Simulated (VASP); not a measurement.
Input:

```yaml
crystal:
  lattice:
    - [4.21075, 0.00000, 0.00000]
    - [0.00000, 4.21075, 0.00000]
    - [0.00000, 0.00000, 5.99751]
  atoms:
    - { symbol: In, position: [0.00000, 0.00000, 0.50000] }
    - { symbol: Ga, position: [0.50000, 0.50000, 0.00000] }
    - { symbol: As, position: [0.50000, 0.00000, 0.76936] }
    - { symbol: As, position: [0.00000, 0.50000, 0.23064] }
```

Level of theory: modified Becke-Johnson potential (mBJ) with spin-orbit coupling, VASP's PBE PAW potentials (set 64) (plane waves; VASP). Numerical set-up: 400 eV cut-off, 4×4×4 Γ-centred mesh, Gaussian smearing of 0.050 eV, potentials In_d Ga_d As.

mBJ is a potential without an energy functional, so only the levels count.

Question: What does the run give for the band gap (over mesh and band path) with the smallest direct gap where there is one?

Answer: 
- band gap (over mesh and band path): 0.50 eV
- smallest direct gap (over mesh and band path): 0.50 eV

The structure comes from a computed database's InGaAs2 entry (P-4m2); how it stands against other phases isn't given here. It was relaxed first. The cell's shape comes from a PBE relaxation.
